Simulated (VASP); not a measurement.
Here is the system:

```yaml
crystal:
  lattice:
    - [4.05885, 0.00000, 0.00000]
    - [0.00000, 4.06747, 5.75041]
    - [0.00000, -4.06747, 5.75041]
  atoms:
    - { symbol: Zn, position: [0.00000, 0.99938, 0.99938] }
    - { symbol: Zn, position: [0.50000, 0.99801, 0.50180] }
    - { symbol: Zn, position: [0.50000, 0.50180, 0.99801] }
    - { symbol: Cd, position: [0.00000, 0.50171, 0.50171] }
    - { symbol: Se, position: [0.50000, 0.36276, 0.36276] }
    - { symbol: Se, position: [0.00000, 0.36925, 0.89229] }
    - { symbol: Se, position: [0.00000, 0.89229, 0.36925] }
    - { symbol: Se, position: [0.50000, 0.87479, 0.87479] }
```

The numbers are results of PBEsol GGA, VASP's PBE PAW potentials (set 64) (plane waves; VASP 6.6.1), not measurements. Settings: 400 eV cut-off, 12×8×8 Γ-centred mesh, Gaussian smearing of 0.010 eV, potentials Zn Cd Se.

### Question
Predict the energy per atom (σ→0), band gap (on the k-mesh) with the smallest direct gap where there is one.

### Answer

```
Quantity                                     Result
-----------------------------------  --------------
band gap (on the k-mesh)                    0.87 eV
smallest direct gap (on the k-mesh)         0.87 eV
energy per atom (σ→0)                -3.294 eV/atom
```

The structure comes from a computed database's Zn3CdSe4 entry (Amm2); how it stands against other phases isn't given here. It was relaxed first, which changed the volume by -6 %.
